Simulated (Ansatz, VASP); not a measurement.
**TaN in two plane-wave programs**

Wanted: the spread between two codes on one cell, functional and k mesh. The cell is taken from a series of runs on this material, whose earlier steps may have relaxed, scaled, displaced or heated it; both programs get it as it stands.

Program: Ansatz 0.2.0. Level of theory: plane waves, with VASP 6.6.1 beside it; zone-centre phonons at LDA. Results are calculated unless marked as measured.

### Step 1. Set-up

The structure is orthorhombic, space group Immm (No. 71). The conventional cell has a = 3.043 Å, b = 3.099 Å, c = 4.349 Å, α = 90.00°, β = 90.00°, γ = 90.00°. Nearest to N lie 6 Ta at 2.17 Å. Nearest to Ta lie 6 N at 2.17 Å. Farther neighbours and most contacts between anions are not listed.

### Step 2. VASP: zone-centre phonons, LDA

Second derivatives magnify differences that forces hide, and they need a tight electronic threshold.

Lines of VASP's logs that name or quote its potential files are left out, and so is its time.

INCAR

```
SYSTEM = TaN
PREC = Accurate
ENCUT = 600
EDIFF = 1E-08
NELM = 120
ISMEAR = 1
SIGMA = 0.2
LREAL = .FALSE.
ALGO = Normal
GGA = CA
NBANDS = 14
LASPH = .TRUE.
LORBIT = 11
LWAVE = .FALSE.
LCHARG = .FALSE.
ISIF = 2
IBRION = 8
GGA_COMPAT = .FALSE.
KPAR = 2
```

POSCAR

```
TaN
1.0
   -0.0195619395      2.1716319848      2.1743817060
    2.1716319848     -0.0195619395      2.1743817060
    2.1520700453      2.1520700453      0.0000000000
N Ta
1 1
Direct
    0.0000000000      0.0000000000      0.0000000000
    0.5000000000      0.5000000000      0.5000000000
```

KPOINTS

```
Automatic mesh
0
Gamma
16 16 16
0 0 0
```

The projector-augmented-wave data sets are N and Ta_pv (LDA family, release 64).

Command:

```
> mpirun -np 2 vasp_std
```

Numbers of over 12 decimals in the logs are rounded to 6 here.

Output:

```text
[banner, memory and clock lines left out]
running    2 mpi-ranks, on    1 nodes
 distrk:  each k-point on    1 cores,    2 groups
 distr:  one band on    1 cores,    1 groups

 POSCAR found type information on POSCAR N Ta
 POSCAR found :  2 types and       2 ions
 LDA part: xc-table for (Slater(with rela. corr.)+CA(PZ))
 , standard interpolation
 POSCAR, INCAR and KPOINTS ok, starting setup
 FFT: planning ... GRIDC
 FFT: planning ... GRID_SOFT
 FFT: planning ... GRID
 WAVECAR not read
 entering main loop
       N       E                     dE             d eps       ncg     rms          rms(c)
DAV:   1     0.956846843710E+02    0.95685E+02   -0.98099E+03 17396   0.136E+03
DAV:   2    -0.240608899837E+02   -0.11975E+03   -0.11288E+03 21408   0.331E+02
DAV:   3    -0.271626901411E+02   -0.31018E+01   -0.30632E+01 19810   0.480E+01
DAV:   4    -0.271775082306E+02   -0.14818E-01   -0.14809E-01 20834   0.351E+00
DAV:   5    -0.271776174484E+02   -0.10922E-03   -0.10921E-03 19724   0.271E-01    0.258E+01
DAV:   6    -0.242927218951E+02    0.28849E+01   -0.65124E+00 18708   0.283E+01    0.109E+01
DAV:   7    -0.241862477547E+02    0.10647E+00   -0.38071E-01 22458   0.561E+00    0.732E+00
DAV:   8    -0.241479690405E+02    0.38279E-01   -0.12465E-01 21300   0.317E+00    0.123E+00
DAV:   9    -0.241446693026E+02    0.32997E-02   -0.93585E-03 20238   0.844E-01    0.271E-01
DAV:  10    -0.241444992228E+02    0.17008E-03   -0.44333E-04 23180   0.262E-01    0.816E-02
DAV:  11    -0.241444817158E+02    0.17507E-04   -0.40872E-05 18864   0.692E-02    0.149E-02
DAV:  12    -0.241444815086E+02    0.20720E-06   -0.23750E-06 22578   0.147E-02    0.354E-03
DAV:  13    -0.241444814920E+02    0.16622E-07   -0.71441E-08 19932   0.253E-03    0.855E-04
DAV:  14    -0.241444814918E+02    0.19827E-09   -0.27241E-09 14016   0.578E-04
   1 F= -.24144481E+02 E0= -.24143876E+02  d E =-.181595E-02
 Linear response reoptimize wavefunctions to high precision
DAV:   1    -0.241444814914E+02    0.36152E-09   -0.69789E-10 13914   0.278E-04
DAV:   2    -0.241444814914E+02   -0.13642E-10   -0.10728E-10 10944   0.927E-05
 Linear response DOF=           4
 Linear response progress:
  Degree of freedom:   1/  4
       N       E                     dE             d eps       ncg     rms          rms(c)
RMM:   1    -0.233122044883E+00   -0.23312E+00    0.15277E-01 66162   0.299E+00
RMM:   2    -0.229211723047E+00    0.39103E-02   -0.43127E-03 52536   0.501E-01    0.159E-01
RMM:   3    -0.230070059086E+00   -0.85834E-03   -0.92887E-04 47329   0.187E-01    0.807E-02
RMM:   4    -0.231437130908E+00   -0.13671E-02   -0.47413E-04 48157   0.130E-01    0.221E-02
RMM:   5    -0.231539906173E+00   -0.10278E-03   -0.19892E-05 55436   0.323E-02    0.298E-03
RMM:   6    -0.231541551902E+00   -0.16457E-05   -0.16945E-06 55246   0.718E-03    0.761E-04
RMM:   7    -0.231534077013E+00    0.74749E-05   -0.15933E-07 55790   0.192E-03    0.351E-04
RMM:   8    -0.231535682705E+00   -0.16057E-05   -0.42222E-08 60324   0.649E-04    0.118E-04
RMM:   9    -0.231535397506E+00    0.28520E-06   -0.16318E-10 58339   0.213E-04    0.238E-05
RMM:  10    -0.231535191140E+00    0.20637E-06   -0.82515E-09 62431   0.739E-05    0.129E-05
RMM:  11    -0.231535208101E+00   -0.16961E-07   -0.38087E-09 58980   0.240E-05    0.510E-06
RMM:  12    -0.231535237713E+00   -0.29611E-07   -0.10393E-09 56815   0.105E-05    0.173E-06
RMM:  13    -0.231535236947E+00    0.76539E-09   -0.13694E-09 41128   0.556E-06    0.389E-07
 first order change of Fermi-energy  -0.68644E-04
 force on displaced ion       1 direction 1 :  -8.856   0.232   0.000
 Linear response progress:
  Degree of freedom:   2/  4
       N       E                     dE             d eps       ncg     rms          rms(c)
RMM:   1    -0.232741232774E+00   -0.23274E+00    0.15579E-01 37100   0.298E+00
RMM:   2    -0.229146180810E+00    0.35951E-02   -0.42571E-03 29671   0.496E-01    0.159E-01
RMM:   3    -0.230004539105E+00   -0.85836E-03   -0.92057E-04 26584   0.186E-01    0.804E-02
RMM:   4    -0.231370547055E+00   -0.13660E-02   -0.47284E-04 26962   0.130E-01    0.220E-02
RMM:   5    -0.231470894485E+00   -0.10035E-03   -0.19701E-05 31150   0.322E-02    0.295E-03
RMM:   6    -0.231472802034E+00   -0.19075E-05   -0.16260E-06 31034   0.716E-03    0.752E-04
RMM:   7    -0.231465205443E+00    0.75966E-05   -0.15995E-07 31093   0.191E-03    0.346E-04
RMM:   8    -0.231467016387E+00   -0.18109E-05   -0.56188E-08 33379   0.655E-04    0.978E-05
RMM:   9    -0.231466550749E+00    0.46564E-06   -0.17133E-09 32419   0.220E-04    0.257E-05
RMM:  10    -0.231466348588E+00    0.20216E-06    0.67255E-09 34821   0.752E-05    0.127E-05
RMM:  11    -0.231466373463E+00   -0.24875E-07   -0.74078E-09 32171   0.261E-05    0.447E-06
RMM:  12    -0.231466398290E+00   -0.24827E-07   -0.11951E-09 32143   0.104E-05    0.144E-06
RMM:  13    -0.231466397203E+00    0.10864E-08   -0.13408E-09 22578   0.594E-06    0.319E-07
 first order change of Fermi-energy  -0.67198E-04
 force on displaced ion       1 direction 3 :   0.000   0.000  -8.523
 Linear response progress:
  Degree of freedom:   3/  4
       N       E                     dE             d eps       ncg     rms          rms(c)
RMM:   1    -0.134213409646E+00   -0.13421E+00    0.11377E+01 32110   0.239E+01
RMM:   2    -0.163078457488E+00   -0.28865E-01   -0.27463E-02 48802   0.146E+00    0.110E-01
RMM:   3    -0.162435051368E+00    0.64341E-03   -0.19779E-03 56837   0.279E-01    0.510E-02
RMM:   4    -0.162004484834E+00    0.43057E-03   -0.16680E-04 61418   0.851E-02    0.186E-02
RMM:   5    -0.161834214827E+00    0.17027E-03   -0.17882E-05 61849   0.240E-02    0.476E-03
RMM:   6    -0.161823146657E+00    0.11068E-04   -0.27951E-06 59190   0.860E-03    0.836E-04
RMM:   7    -0.161821420388E+00    0.17263E-05   -0.56532E-07 62744   0.246E-03    0.295E-04
RMM:   8    -0.161823117450E+00   -0.16971E-05   -0.92312E-07 66271   0.863E-04    0.816E-05
RMM:   9    -0.161823957372E+00   -0.83992E-06   -0.28318E-07 62465   0.341E-04    0.430E-05
RMM:  10    -0.161824412486E+00   -0.45511E-06   -0.21362E-07 57991   0.217E-04    0.786E-06
RMM:  11    -0.161824418107E+00   -0.56208E-08   -0.82297E-08 68650   0.946E-05    0.555E-06
 first order change of Fermi-energy   0.25696E-03
 force on displaced ion       2 direction 1 :  -8.859   0.234   0.000
 Linear response progress:
  Degree of freedom:   4/  4
       N       E                     dE             d eps       ncg     rms          rms(c)
RMM:   1    -0.134786077383E+00   -0.13479E+00    0.11354E+01 18332   0.238E+01
RMM:   2    -0.163306913215E+00   -0.28521E-01   -0.27392E-02 27447   0.146E+00    0.109E-01
RMM:   3    -0.162683259296E+00    0.62365E-03   -0.19751E-03 31842   0.275E-01    0.506E-02
RMM:   4    -0.162253745274E+00    0.42951E-03   -0.16565E-04 34130   0.833E-02    0.184E-02
RMM:   5    -0.162083733373E+00    0.17001E-03   -0.99470E-06 34568   0.235E-02    0.468E-03
RMM:   6    -0.162073576318E+00    0.10157E-04   -0.19386E-06 32999   0.844E-03    0.820E-04
RMM:   7    -0.162072068373E+00    0.15079E-05    0.24915E-06 34935   0.243E-03    0.287E-04
RMM:   8    -0.162073726812E+00   -0.16584E-05    0.13054E-06 36902   0.849E-04    0.791E-05
RMM:   9    -0.162074534469E+00   -0.80766E-06    0.68106E-07 34875   0.337E-04    0.436E-05
RMM:  10    -0.162074989622E+00   -0.45515E-06    0.15068E-07 32301   0.217E-04    0.819E-06
RMM:  11    -0.162075018454E+00   -0.28832E-07    0.86053E-08 38178   0.940E-05    0.563E-06
RMM:  12    -0.162075004226E+00    0.14228E-07    0.20609E-08 34096   0.497E-05    0.111E-06
RMM:  13    -0.162075011435E+00   -0.72098E-08    0.17599E-08 32385   0.264E-05    0.102E-06
 first order change of Fermi-energy   0.24827E-03
 force on displaced ion       2 direction 3 :   0.000   0.000  -8.525
 Linear response finished
```

OUTCAR, selected parts (step 2):

```text
ion  position               nearest neighbor table
   1  0.000  0.000  0.000-   2 2.17   2 2.17   2 2.17   2 2.17   2 2.17   2 2.17
   2  0.500  0.500  0.500-   1 2.17   1 2.17   1 2.17   1 2.17   1 2.17   1 2.17

  LATTYP: Found a body centered orthorhombic cell.
 ALAT       =     3.0434866452
 B/A-ratio  =     1.0181796494
 C/A-ratio  =     1.4288754704

 Subroutine GETGRP returns: Found  8 space group operations
 (whereof  8 operations were pure point group operations)

The static configuration has the point symmetry D_2h.

 Found    621 irreducible k-points:

   k-points           NKPTS =    621   k-points in BZ     NKDIM =    621   number of bands    NBANDS=     14

   dimension x,y,z NGX =    28 NGY =   28 NGZ =   24
   dimension x,y,z NGXF=    56 NGYF=   56 NGZF=   48

   ENCUT  =  600.0 eV  44.10 Ry    6.64 a.u.   6.14  6.14  6.08*2*pi/ulx,y,z

   NELECT =      16.0000    total number of electrons

 k-points in reciprocal lattice and weights: Automatic mesh
   0.00000000  0.00000000  0.00000000       0.000
   0.06250000  0.00000000  0.00000000       0.001
   0.12500000  0.00000000  0.00000000       0.001
   0.18750000  0.00000000  0.00000000       0.001
   0.25000000  0.00000000  0.00000000       0.001
   0.31250000 -0.00000000  0.00000000       0.001
   0.37500000  0.00000000  0.00000000       0.001
   0.43750000 -0.00000000  0.00000000       0.001
   0.50000000  0.00000000  0.00000000       0.000
[...]
0.25000000  0.25000000  0.50000000       0.000
  -0.25000000  0.25000000  0.50000000       0.000

 average (electrostatic) potential at core
       1 -60.6198       2 -34.7526

  Total        0.4201258      0.4201258      0.2851891      0.1341078      0.0000000      0.0000000
  in kB       32.8236531     32.8236531     22.2812957     10.4775925      0.0000000      0.0000000
  external PRESSURE =      29.3095340 kB  Pullay stress =       0.0000000 kB

  energy-cutoff  :      600.00
  volume of cell :       20.51
      direct lattice vectors                 reciprocal lattice vectors
    -0.019561940  2.171631985  2.174381706    -0.228186102  0.228186102  0.229950426
     2.171631985 -0.019561940  2.174381706     0.228186102 -0.228186102  0.229950426
     2.152070045  2.152070045  0.000000000     0.232334445  0.232334445 -0.229950426

 POSITION                                       TOTAL-FORCE (eV/Angst)
 -----------------------------------------------------------------------------------
      0.00000      0.00000      0.00000        -0.000000     -0.000000      0.000000
      2.15207      2.15207      2.17438         0.000000      0.000000      0.000000
 -----------------------------------------------------------------------------------
    total drift:                                0.000000      0.000000      0.000000

 Eigenvectors and eigenvalues of the dynamical matrix
 ----------------------------------------------------

   1 f  =   13.073819 THz    82.145228 2PiTHz  436.095661 cm-1    54.068947 meV
             X         Y         Z           dx          dy          dz
      0.000000  0.000000  0.000000     0.681229   -0.681229   -0.000000
      2.152070  2.152070  2.174382    -0.189546    0.189546   -0.000000

   2 f  =   12.735385 THz    80.018781 2PiTHz  424.806705 cm-1    52.669295 meV
             X         Y         Z           dx          dy          dz
      0.000000  0.000000  0.000000     0.681240    0.681240    0.000000
      2.152070  2.152070  2.174382    -0.189503   -0.189503    0.000000

   3 f  =   12.660586 THz    79.548806 2PiTHz  422.311682 cm-1    52.359952 meV
             X         Y         Z           dx          dy          dz
      0.000000  0.000000  0.000000     0.000000    0.000000    0.963412
      2.152070  2.152070  2.174382     0.000000   -0.000000   -0.268024

   4 f/i=    0.000104 THz     0.000655 2PiTHz    0.003475 cm-1     0.000431 meV
             X         Y         Z           dx          dy          dz
      0.000000  0.000000  0.000000    -0.189503   -0.189503    0.000000
      2.152070  2.152070  2.174382    -0.681240   -0.681240    0.000000

   5 f/i=    0.000445 THz     0.002794 2PiTHz    0.014833 cm-1     0.001839 meV
             X         Y         Z           dx          dy          dz
      0.000000  0.000000  0.000000     0.000000    0.000000    0.268024
      2.152070  2.152070  2.174382     0.000000    0.000000    0.963412

   6 f/i=    0.000928 THz     0.005828 2PiTHz    0.030941 cm-1     0.003836 meV
             X         Y         Z           dx          dy          dz
      0.000000  0.000000  0.000000    -0.189546    0.189546    0.000000
      2.152070  2.152070  2.174382    -0.681229    0.681228    0.000000

 ELASTIC MODULI CONTR FROM IONIC RELAXATION (kBar)
 Direction    XX          YY          ZZ          XY          YZ          ZX
 --------------------------------------------------------------------------------
 XX           0.0000      0.0000      0.0000      0.0000      0.0000      0.0000
 YY           0.0000      0.0000      0.0000      0.0000      0.0000      0.0000
 ZZ           0.0000      0.0000      0.0000      0.0000      0.0000      0.0000
 XY           0.0000      0.0000      0.0000      0.0000      0.0000      0.0000
 YZ           0.0000      0.0000      0.0000      0.0000      0.0000      0.0000
 ZX           0.0000      0.0000      0.0000      0.0000      0.0000      0.0000
 --------------------------------------------------------------------------------
```

(Continued in part 2 of 2.)

[Lines on the potential files, build, host, timing and source positions are cut from VASP's logs without a mark.]

[Logs are printed without paths, hosts, clocks, repeated set-up lines and the standing remarks that a program may print on its own settings, such as how far it seeks lower states.]

[Hosts, paths, dates, database ids (printed as entryN), source tags and the programs' standing remarks are cut or masked in the printed files.]
